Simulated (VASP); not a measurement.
Here is the system:

```
CELL_PARAMETERS angstrom
      5.64539     0.00000     0.00000
      0.00000     5.64539     0.00000
      0.00000     0.00000     5.64539
ATOMIC_POSITIONS crystal
  Cs 0.00000 0.00000 0.00000
  Pb 0.50000 0.50000 0.50000
  Cl 0.50000 0.00000 0.50000
  Cl 0.00000 0.50000 0.50000
  Cl 0.50000 0.50000 0.00000
```

Computed with SCAN meta-GGA, VASP's PBE PAW potentials (set 64) (plane waves; VASP). Run with 520 eV cut-off, 5×5×5 Γ-centred mesh, tetrahedra with Blöchl corrections, potentials Cs_sv Pb_d Cl.

Unless said otherwise, spin-orbit coupling is left out, though it shifts the bands of the heavy elements here.

### Question
Give the energies of bands 13 to 25 at the high-symmetry points, in eV from the valence-band maximum.

### Answer

```
band      Γ      X      M      R
----  -----  -----  -----  -----
13    -6.75  -7.69  -8.19  -8.27
14    -4.58  -4.51  -4.37  -3.14
15    -4.58  -4.51  -3.35  -3.14
16    -4.58  -3.11  -2.79  -3.14
17    -2.58  -2.68  -2.79  -2.69
18    -2.58  -2.67  -2.75  -2.69
19    -2.58  -2.67  -2.75  -2.16
20    -2.48  -2.58  -2.70  -2.16
21    -2.48  -2.58  -2.17  -2.16
22    -2.48  -1.65  -0.80   0.00
23     3.97   3.35   2.87   2.32
24     4.87   5.30   2.87   2.32
25     4.87   5.73   5.31   2.32
```

The gap is direct, 2.32 eV, from the valence maximum at R to the conduction minimum at R.

The compound is CsPbCl3 in the cubic perovskite structure, the ideal cubic form; the compound distorts at low or room temperature. It was relaxed first.
